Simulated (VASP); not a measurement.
# SiO2 (Stishovite) with LDA: from relaxation to properties, part 4 of 4

What structure does SiO2 (Stishovite) take at this level, and what are its properties? The start is a cell from a database of measured crystal structures.

VASP 6.6.1; LDA; plane waves and PAW (Si, O).

So far, gap on the k-mesh (eV): 5.76 in steps 2, 5 and 6. The relaxed cell has a = 4.157, c = 2.667 Å (conventional setting).

**7. Electric field gradients (LDA)**

Field gradients probe how far the charge around each nucleus departs from cubic symmetry; LASPH keeps the non-spherical terms inside the spheres.

INCAR

```
SYSTEM = SiO2
PREC = Accurate
ENCUT = 520
EDIFF = 1E-07
NELM = 100
ISMEAR = 0
SIGMA = 0.05
LREAL = .FALSE.
ALGO = Normal
GGA = CA
NBANDS = 22
LORBIT = 11
LWAVE = .FALSE.
LCHARG = .FALSE.
KPAR = 4
LEFG = .TRUE.
LASPH = .TRUE.
```

POSCAR

```
SiO2
1.0
    4.1566980657      0.0000000000      0.0000000000
    0.0000000000      4.1566980657      0.0000000000
    0.0000000000      0.0000000000      2.6665280248
Si O
2 4
Direct
    0.0000000000      0.0000000000      0.0000000000
    0.5000000000      0.5000000000      0.5000000000
    0.3054119457      0.3054119457      0.0000000000
    0.1945880543      0.8054119457      0.5000000000
    0.6945880543      0.6945880543      0.0000000000
    0.8054119457      0.1945880543      0.5000000000
```

KPOINTS

```
Automatic mesh
0
Gamma
5 5 7
0 0 0
```

Potentials, in the order of the species: Si and O (LDA family, release 64).

Command:

```
mpirun -np 4 vasp_std
```

The log of the run:

```text
[... set-up lines as in an earlier step ...]
 entering main loop
       N       E                     dE             d eps       ncg     rms          rms(c)
DAV:   1     0.146122325241E+03    0.14612E+03   -0.18032E+04  1056   0.140E+03
DAV:   2    -0.501236788998E+02   -0.19625E+03   -0.18855E+03  1402   0.307E+02
DAV:   3    -0.568451479645E+02   -0.67215E+01   -0.67004E+01  1338   0.568E+01
DAV:   4    -0.568912034907E+02   -0.46056E-01   -0.46035E-01  1326   0.556E+00
DAV:   5    -0.568916367642E+02   -0.43327E-03   -0.43324E-03  1326   0.513E-01    0.180E+01
DAV:   6    -0.520656728938E+02    0.48260E+01   -0.16961E+01  1260   0.279E+01    0.861E+00
DAV:   7    -0.520054104269E+02    0.60262E-01   -0.57079E-01  1236   0.489E+00    0.304E+00
DAV:   8    -0.519757065480E+02    0.29704E-01   -0.20210E-02  1272   0.135E+00    0.108E+00
DAV:   9    -0.519704373737E+02    0.52692E-02   -0.47230E-03  1284   0.621E-01    0.223E-01
DAV:  10    -0.519704512807E+02   -0.13907E-04   -0.20388E-04  1314   0.122E-01    0.585E-02
DAV:  11    -0.519704447917E+02    0.64890E-05   -0.26177E-05  1314   0.401E-02    0.166E-02
DAV:  12    -0.519704442533E+02    0.53840E-06   -0.29362E-06  1266   0.130E-02    0.550E-03
DAV:  13    -0.519704442680E+02   -0.14708E-07   -0.15021E-07  1036   0.301E-03
ion   1
     0.0000000    -0.4974230     0.0000000     2.1543571     0.0000000    -0.0000000
     0.0000353    -0.4974230     0.0000000     2.1543571     0.0000000    -0.0000000
     0.0000487    -0.4974230     0.0000000     2.1543571     0.0000000    -0.0000000
     0.0000670    -0.4974230     0.0000000     2.1543571     0.0000000    -0.0000000
     0.0000923    -0.4974230     0.0000000     2.1543571     0.0000000    -0.0000000

     0.0000000    -8.6371708     0.0000000    13.7959961     0.0000000    -0.0000000
     0.0000353    -8.6371557     0.0000000    13.7959750     0.0000000    -0.0000000
     0.0000487    -8.6371464     0.0000000    13.7959619     0.0000000    -0.0000000
     0.0000670    -8.6371308     0.0000000    13.7959402     0.0000000    -0.0000000
     0.0000923    -8.6371051     0.0000000    13.7959041     0.0000000    -0.0000000

ion   2
     0.0000000     0.4974230     0.0000000     2.1543571     0.0000000    -0.0000000
     0.0000353     0.4974230     0.0000000     2.1543571     0.0000000    -0.0000000
     0.0000487     0.4974230     0.0000000     2.1543571     0.0000000    -0.0000000
     0.0000670     0.4974230     0.0000000     2.1543571     0.0000000    -0.0000000
     0.0000923     0.4974230     0.0000000     2.1543571     0.0000000    -0.0000000

     0.0000000     8.6371708     0.0000000    13.7959961     0.0000000    -0.0000000
     0.0000353     8.6371557     0.0000000    13.7959750     0.0000000    -0.0000000
     0.0000487     8.6371464     0.0000000    13.7959619     0.0000000    -0.0000000
     0.0000670     8.6371308     0.0000000    13.7959402     0.0000000    -0.0000000
     0.0000923     8.6371051     0.0000000    13.7959041     0.0000000    -0.0000000

ion   3
     0.0000000   -21.9092525    -0.0000000   -11.5167562    -0.0000000     0.0000000
     0.0000293   -21.9092524    -0.0000000   -11.5167561    -0.0000000     0.0000000
     0.0000403   -21.9092522    -0.0000000   -11.5167560    -0.0000000     0.0000000
     0.0000555   -21.9092519    -0.0000000   -11.5167559    -0.0000000     0.0000000
     0.0000765   -21.9092513    -0.0000000   -11.5167556    -0.0000000     0.0000000

     0.0000000   -72.6002277    -0.0000000   -36.1912986    -0.0000000     0.0000000
     0.0000293   -72.6002088    -0.0000000   -36.1912894    -0.0000000     0.0000000
     0.0000403   -72.6001961    -0.0000000   -36.1912832    -0.0000000     0.0000000
     0.0000555   -72.6001744    -0.0000000   -36.1912726    -0.0000000     0.0000000
     0.0000765   -72.6001380    -0.0000000   -36.1912549    -0.0000000     0.0000000

ion   4
     0.0000000    21.9092525     0.0000000   -11.5167562    -0.0000000     0.0000000
     0.0000293    21.9092524     0.0000000   -11.5167561    -0.0000000     0.0000000
     0.0000403    21.9092522     0.0000000   -11.5167560    -0.0000000     0.0000000
     0.0000555    21.9092519     0.0000000   -11.5167559    -0.0000000     0.0000000
     0.0000765    21.9092513     0.0000000   -11.5167556    -0.0000000     0.0000000

     0.0000000    72.6002277     0.0000000   -36.1912986    -0.0000000     0.0000000
     0.0000293    72.6002088     0.0000000   -36.1912894    -0.0000000     0.0000000
     0.0000403    72.6001961     0.0000000   -36.1912832    -0.0000000     0.0000000
     0.0000555    72.6001744     0.0000000   -36.1912726    -0.0000000     0.0000000
     0.0000765    72.6001380     0.0000000   -36.1912549    -0.0000000     0.0000000

ion   5
     0.0000000   -21.9092525    -0.0000000   -11.5167562     0.0000000     0.0000000
     0.0000293   -21.9092524    -0.0000000   -11.5167561     0.0000000     0.0000000
     0.0000403   -21.9092522    -0.0000000   -11.5167560     0.0000000     0.0000000
     0.0000555   -21.9092519    -0.0000000   -11.5167559     0.0000000     0.0000000
     0.0000765   -21.9092513    -0.0000000   -11.5167556     0.0000000     0.0000000

     0.0000000   -72.6002277    -0.0000000   -36.1912986     0.0000000     0.0000000
     0.0000293   -72.6002088    -0.0000000   -36.1912894     0.0000000     0.0000000
     0.0000403   -72.6001961    -0.0000000   -36.1912832     0.0000000     0.0000000
     0.0000555   -72.6001744    -0.0000000   -36.1912726     0.0000000     0.0000000
     0.0000765   -72.6001380    -0.0000000   -36.1912549     0.0000000     0.0000000

ion   6
     0.0000000    21.9092525     0.0000000   -11.5167562    -0.0000000     0.0000000
     0.0000293    21.9092524     0.0000000   -11.5167561    -0.0000000     0.0000000
     0.0000403    21.9092522     0.0000000   -11.5167560    -0.0000000     0.0000000
     0.0000555    21.9092519     0.0000000   -11.5167559    -0.0000000     0.0000000
     0.0000765    21.9092513     0.0000000   -11.5167556    -0.0000000     0.0000000

     0.0000000    72.6002277     0.0000000   -36.1912986    -0.0000000     0.0000000
     0.0000293    72.6002088     0.0000000   -36.1912894    -0.0000000     0.0000000
     0.0000403    72.6001961     0.0000000   -36.1912832    -0.0000000     0.0000000
     0.0000555    72.6001744     0.0000000   -36.1912726    -0.0000000     0.0000000
     0.0000765    72.6001380     0.0000000   -36.1912549    -0.0000000     0.0000000

   1 F= -.51970444E+02 E0= -.51970444E+02  d E =-.809890E-13
```

It took 4.8 s on 4 MPI ranks of Intel Xeon Platinum 8259CL at 2.50GHz (Skylake/Cascade Lake), shared host; peak memory 0.55 GiB.

Parts of OUTCAR (step 7):

```text
   NELECT =      32.0000    total number of electrons

 E-fermi :   8.4943

 k-point     1 :       0.0000    0.0000    0.0000
  band No.  band energies     occupation
    ...
     12       5.0278      2.00000
     13       5.7014      2.00000
     14       7.3561      2.00000
     15       7.3561      2.00000
     16       8.2629      2.00000
     17      14.0186      0.00000
     18      14.6682      0.00000
     19      16.5793      0.00000
     20      16.5793      0.00000
     21      18.9831      0.00000
    ...

  Total       -0.0063820     -0.0063820      0.0332831      0.0000000      0.0000000      0.0000000
  in kB       -0.2219344     -0.2219344      1.1574220      0.0000000      0.0000000      0.0000000
  external PRESSURE =       0.2378510 kB  Pullay stress =       0.0000000 kB

 POSITION                                       TOTAL-FORCE (eV/Angst)
 -----------------------------------------------------------------------------------
      0.00000      0.00000      0.00000         0.000000      0.000000      0.000000
      2.07835      2.07835      1.33326         0.000000      0.000000      0.000000
      1.26951      1.26951      0.00000         0.005012      0.005012      0.000000
      0.80884      3.34785      1.33326        -0.005012      0.005012      0.000000
      2.88719      2.88719      0.00000        -0.005012     -0.005012      0.000000
      3.34785      0.80884      1.33326         0.005012     -0.005012      0.000000
 -----------------------------------------------------------------------------------
    total drift:                                0.000000     -0.000000     -0.000000

  FREE ENERGIE OF THE ION-ELECTRON SYSTEM (eV)
  ---------------------------------------------------
  free  energy   TOTEN  =       -51.9704442680 eV

  energy  without entropy=      -51.9704442680  energy(sigma->0) =      -51.97044427

 Electric field gradients after diagonalization (V/A^2)
 (convention: |V_zz| > |V_xx| > |V_yy|)
----------------------------------------------------------------------
 ion       V_xx      V_yy      V_zz     asymmetry (V_yy - V_xx)/ V_zz
----------------------------------------------------------------------
   1     -15.621    -1.723    17.344       0.801
   2     -15.621    -1.723    17.344       0.801
   3      60.560    46.085  -106.645       0.136
   4      60.560    46.085  -106.645       0.136
   5      60.560    46.085  -106.645       0.136
   6      60.560    46.085  -106.645       0.136
----------------------------------------------------------------------

[... 11 parts as in an earlier step ...]

[... 6 further parts left out ...]
```

This step gave:

- SCF cycles: 13
- bands: 22
- irreducible k-points: 24
- free energy (TOTEN): -51.9704 eV
- Fermi energy: 8.494 eV
- pressure: 0.02379 GPa

Electric field gradients, by row:

```
atom  Vxx (V/Å²)  Vyy (V/Å²)  Vzz (V/Å²)  asymmetry
 Si1      -15.62      -1.723       17.34      0.801
 Si2      -15.62      -1.723       17.34      0.801
  O3       60.56       46.09      -106.6      0.136
  O4       60.56       46.09      -106.6      0.136
  O5       60.56       46.09      -106.6      0.136
  O6       60.56       46.09      -106.6      0.136
```

The largest gradient, -106.64 V/Å², sits on O3 and like sites; times the quadrupole moment of a nucleus that has one, it gives the coupling that NMR and NQR see.

**8. Results**

```
relaxed volume                                             : 7.679 Å³/atom
relaxed conventional cell a, b, c                          : 4.157, 4.157, 2.667 Å
space group after relaxing, within 0.02 Å                  : P4_2/mnm (No. 136)
band gap                                                   : 5.76 eV, direct
gap among the points of the DOS mesh alone, an upper bound : 5.76 eV
strongest peak of ε2, mean over directions                 : 12.2 eV
ε1 at zero frequency, no local fields, mean                : 3.52
largest field gradient Vzz                                 : -106.64 V/Å² on O3
```

**Reading.** With LDA, SiO2 (Stishovite) relaxes to 7.679 Å³/atom in space group P4_2/mnm (held by the symmetry of the run) and has a direct gap of 5.76 eV. Against the listed cell the volume lies -0.9 % (a -0.5 %, c under 0.05 %). Band structure (LDA): On this path the gap is direct, 5.76 eV, with the valence top at Γ and the conduction bottom at Γ. Semilocal functionals usually underestimate gaps. No search among competing phases was made, and a listed structure need not be the one stable at ambient conditions. All values are for a static lattice at zero temperature.

[Lines on the potential files, build, host, timing and source positions are cut from VASP's logs without a mark.]

[Logs are printed without paths, hosts, clocks, repeated set-up lines and the standing remarks that a program may print on its own settings, such as how far it seeks lower states.]

[Hosts, paths, dates, database ids (printed as entryN), source tags and the programs' standing remarks are cut or masked in the printed files.]

[A measured line is paired with the nearest computed mode of its activity, which favours agreement.]
